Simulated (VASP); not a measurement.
# How SCF threshold and plane-wave cutoff change a VASP run on In, part 3 of 3

Aim: find how far the SCF threshold and plane-wave cutoff must be pushed for In, and what that costs. The series runs use PBE. The start is a cell from a database of measured crystal structures.

VASP 6.6.1; PBE; plane waves and PAW (In_d).

Still holding for the runs below: This run has no spin polarisation. Its electron count is odd, so without a moment it is a metal by construction. The k-mesh is coarse for a metal.

So far. Step 14 (Plane-wave cutoff: ENCUT = 310): Against the run before the energy moves by +0.03 meV an atom and the pressure by -0.41 GPa, after 10 cycles in 6.8 s.

## (15) Plane-wave cutoff: ENCUT = 380

INCAR reads:

```
SYSTEM = In
PREC = Accurate
ENCUT = 380
EDIFF = 1E-06
NELM = 100
ISMEAR = -1
SIGMA = 0.05
LREAL = .FALSE.
ALGO = Normal
GGA = PE
NBANDS = 12
LORBIT = 11
LWAVE = .FALSE.
LCHARG = .FALSE.
KPAR = 2
ISIF = 2
```

POSCAR reads:

```
In
1.0
   -1.6254700000      1.6254700000      2.4737000000
    1.6254700000     -1.6254700000      2.4737000000
    1.6254700000      1.6254700000     -2.4737000000
In
1
Direct
    0.0000000000      0.0000000000      0.0000000000
```

KPOINTS reads:

```
Automatic mesh
0
Gamma
10 10 10
0 0 0
```

PAW data sets: In_d (PBE family, release 64).

Started as:

```bash
$ mpirun -np 2 vasp_std
```

What it wrote:

```text
[... set-up lines as in an earlier step ...]
 entering main loop
       N       E                     dE             d eps       ncg     rms          rms(c)
DAV:   1     0.700840364989E+02    0.70084E+02   -0.52148E+03  2516   0.110E+03
DAV:   2     0.567969083264E+00   -0.69516E+02   -0.67740E+02  2568   0.260E+02
DAV:   3    -0.251393921263E+01   -0.30819E+01   -0.30751E+01  2972   0.579E+01
DAV:   4    -0.258248193034E+01   -0.68543E-01   -0.68525E-01  3144   0.838E+00
[...]
DAV:   8    -0.255793627626E+01    0.28313E-03   -0.86375E-04  3204   0.492E-01    0.325E-02
DAV:   9    -0.255794348152E+01   -0.72053E-05   -0.13843E-05  3584   0.452E-02    0.149E-02
DAV:  10    -0.255794394167E+01   -0.46014E-06   -0.99728E-07  2160   0.120E-02
   1 F= -.25579439E+01 E0= -.25562784E+01  d E =-.333117E-02
```

It took 6.6 s on 2 MPI ranks of Intel Xeon Platinum 8175M at 2.50GHz (Skylake/Cascade Lake), shared host; peak memory 0.27 GiB.

OUTCAR, selected parts (step 15):

```text
  Total        0.4494809      0.4494809     -0.0139535      0.0000000      0.0000000      0.0000000
  in kB       27.5458974     27.5458974     -0.8551207      0.0000000      0.0000000      0.0000000
  external PRESSURE =      18.0788914 kB  Pullay stress =       0.0000000 kB

 POSITION                                       TOTAL-FORCE (eV/Angst)
 -----------------------------------------------------------------------------------
      0.00000      0.00000      0.00000         0.000000     -0.000000      0.000000
 -----------------------------------------------------------------------------------
    total drift:                               -0.000000      0.000000     -0.000000

  FREE ENERGIE OF THE ION-ELECTRON SYSTEM (eV)
  ---------------------------------------------------
  free  energy   TOTEN  =        -2.5579439417 eV

  energy  without entropy=       -2.5546127731  energy(sigma->0) =       -2.55627836

[... 1 part as in an earlier step ...]

[... 2 further parts left out ...]
[key lines of the parts left out:]
E-fermi :   7.5090
```

Against the run before the energy moves by +0.33 meV an atom and the pressure by +0.40 GPa, after 10 cycles in 6.6 s.

## (16) Plane-wave cutoff: ENCUT = 480

INCAR, as its differences from that of step 15:

```diff
@@ -2,3 +2,3 @@
 PREC = Accurate
-ENCUT = 380
+ENCUT = 480
 EDIFF = 1E-06
```

POSCAR is that of step 15.

KPOINTS is that of step 15.

Started as:

```bash
$ mpirun -np 2 vasp_std
```

What it wrote:

```text
[... set-up lines as in an earlier step ...]
 entering main loop
       N       E                     dE             d eps       ncg     rms          rms(c)
DAV:   1     0.764788244893E+02    0.76479E+02   -0.59552E+03  2508   0.131E+03
DAV:   2     0.109736618220E+01   -0.75381E+02   -0.73472E+02  2572   0.288E+02
DAV:   3    -0.249910798749E+01   -0.35965E+01   -0.35818E+01  2916   0.631E+01
DAV:   4    -0.258243220533E+01   -0.83324E-01   -0.83300E-01  3188   0.947E+00
[...]
DAV:   8    -0.255843308461E+01    0.26787E-03   -0.91499E-04  3380   0.502E-01    0.332E-02
DAV:   9    -0.255843959099E+01   -0.65064E-05   -0.13201E-05  3432   0.486E-02    0.155E-02
DAV:  10    -0.255844037546E+01   -0.78447E-06   -0.13126E-06  2756   0.123E-02
   1 F= -.25584404E+01 E0= -.25567748E+01  d E =-.333115E-02
```

Run time: 7 s. Hardware: 2 MPI ranks; peak memory 0.28 GiB; 13 s of CPU time.

OUTCAR, selected parts (step 16):

```text
  Total        0.4788217      0.4788217      0.0154464      0.0000000      0.0000000      0.0000000
  in kB       29.3440132     29.3440132      0.9466142      0.0000000      0.0000000      0.0000000
  external PRESSURE =      19.8782135 kB  Pullay stress =       0.0000000 kB

 POSITION                                       TOTAL-FORCE (eV/Angst)
 -----------------------------------------------------------------------------------
      0.00000      0.00000      0.00000         0.000000     -0.000000      0.000000
 -----------------------------------------------------------------------------------
    total drift:                                0.000000      0.000000      0.000000

  FREE ENERGIE OF THE ION-ELECTRON SYSTEM (eV)
  ---------------------------------------------------
  free  energy   TOTEN  =        -2.5584403755 eV

  energy  without entropy=       -2.5551092271  energy(sigma->0) =       -2.55677480

[... 1 part as in an earlier step ...]

[... 2 further parts left out ...]
[key lines of the parts left out:]
E-fermi :   7.5090
```

Against the run before the energy moves by -0.50 meV an atom and the pressure by +0.18 GPa, after 10 cycles in 7 s.

## (17) The plane-wave cutoff series as a table

This step: convergence of PBE results with the cutoff; plane waves and PAW (VASP 6.6.1).

Derived from the runs above.

Differences are taken from the run with ENCUT = 480. Results of the series, by row:

```csv
setting,status,energy less the reference (meV/atom),pressure (GPa),SCF cycles,wall time (s)
ENCUT = 140,converged,7884,-440.1,11,2.8
ENCUT = 180,converged,465.2,-60.83,11,3
ENCUT = 220,converged,19.05,-3.724,10,3
ENCUT = 240,converged,1.047,1.085,10,5.8
ENCUT = 280,converged,0.1314,1.815,10,5.8
ENCUT = 310,converged,0.1632,1.408,10,6.8
ENCUT = 380,converged,0.4964,1.808,10,6.6
ENCUT = 480,converged,0,1.988,10,7
```

## (18) What came out

```json
{
 "SCF threshold from which the energy stays within 10 meV/atom of the reference": "EDIFF = 0.01",
 "SCF threshold from which the energy stays within 1 meV/atom of the reference": "EDIFF = 0.01",
 "SCF threshold from which the pressure stays within 0.2 GPa of the reference": "EDIFF = 1E-04",
 "spread of the pressure over the SCF threshold": "4.54 GPa",
 "spread of the energy over the SCF threshold": "0.172 meV/atom",
 "plane-wave cutoff from which the energy stays within 10 meV/atom of the reference": "ENCUT = 240",
 "plane-wave cutoff from which the energy stays within 1 meV/atom of the reference": "ENCUT = 280",
 "plane-wave cutoff from which the pressure stays within 0.2 GPa of the reference": "ENCUT = 380",
 "spread of the pressure over the plane-wave cutoff": "442 GPa",
 "spread of the energy over the plane-wave cutoff": "7884 meV/atom"
}
```

**Reading.** From EDIFF = 0.01 on, the energy stays within 1 meV an atom of the reference, at 65 % of its time. The pressure holds within 0.2 GPa from EDIFF = 1E-04 on. The loosest stop saves 4 of 11 cycles and costs -0.1 meV an atom, +3.86 GPa. From ENCUT = 280 on, the energy stays within 1 meV an atom of the reference, at 83 % of its time. The pressure holds within 0.2 GPa from ENCUT = 380 on. These cutoffs are 0.6 to 2 times the default of the data sets, about 240 eV; at the default the run is off by +1.0 meV an atom, -0.90 GPa, and at 1.3 times by +0.2 meV an atom, -0.58 GPa. Energy differences between like cells converge faster than these totals. Differences are taken from the run with ENCUT = 480, which is itself not the exact limit. Forces vanish by symmetry in this cell, so the series can't test them. The runs at ENCUT = 140; ENCUT = 180; ENCUT = 220 are over 30 meV an atom or 2 GPa off and describe the material poorly.

[Lines on the potential files, build, host, timing and source positions are cut from VASP's logs without a mark.]

[Logs are printed without paths, hosts, clocks, repeated set-up lines and the standing remarks that a program may print on its own settings, such as how far it seeks lower states.]

[Hosts, paths, dates, database ids (printed as entryN), source tags and the programs' standing remarks are cut or masked in the printed files.]

[A measured line is paired with the nearest computed mode of its activity, which favours agreement.]
